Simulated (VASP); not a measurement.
An input for Ansatz (written as the equivalent of a VASP run, and not itself run):

Ansatz 0.2 input:
```yaml
crystal:
  lattice:
    - [0.0000000, 2.2614665, 2.2614665]
    - [2.2614665, 0.0000000, 2.2614665]
    - [2.2614665, 2.2614665, 0.0000000]
  atoms:
    - { symbol: Tc, position: [1.0000000, 1.0000000, 0.0000000] }
    - { symbol: N, position: [0.7500000, 0.7500000, 0.7500000] }
kpoints:
  mp_grid: { grid: [13, 13, 13] }
hamiltonian:
  xc: pbesol
  pseudopotentials: { kind: paw }
scf:
  occupations: { method: methfessel_paxton, width: 0.1 }
  max_iter: 100
relax:
  max_steps: 60
  f_tol: 0.01
  cell: {}
output: { forces: true, stress: true, eigenvalues: true }
```

### Question
Translate this input to VASP (INCAR, KPOINTS, POSCAR, choice of POTCAR).

### Answer
Several could match; the one computed here: 
POSCAR:
```
TcN
1.0
  0.0000000000   2.2614664964   2.2614664964
  2.2614664964   0.0000000000   2.2614664964
  2.2614664964   2.2614664964   0.0000000000
Tc N
1 1
direct
  1.0000000000   1.0000000000   0.0000000000
  0.7500000000   0.7500000000   0.7500000000
```

**KPOINTS**
```
kpoints
0
G
 13 13 13
0 0 0
```

### INCAR
```
SYSTEM=TcN
PREC=Accurate; ENCUT=520; LREAL=.False.
LASPH=.True.
EDIFF=1E-6; NELM=100; ALGO=Normal
LMAXMIX=4
ISMEAR=1; SIGMA=0.1
GGA=PS
IBRION=2; NSW=60; ISIF=3
EDIFFG=-0.01
LWAVE=.False.; LCHARG=.False.
```

POTCAR, in this order: Tc_pv N (PBE.64 set). Program: vasp_std.

The two are equivalent in intent, not identical: each code has its own PAW files, so the cut-off isn't converted (ENCUT is set for VASP's; basis.ecutwfc is left out, and Ansatz then takes the one that its files recommend); Ansatz stops its SCF on the density residual and VASP on the energy change (EDIFF).

The structure comes from a computed database's TcN entry (F-43m); how it stands against other phases isn't given here. It was relaxed first. The start is the result of an earlier pass.
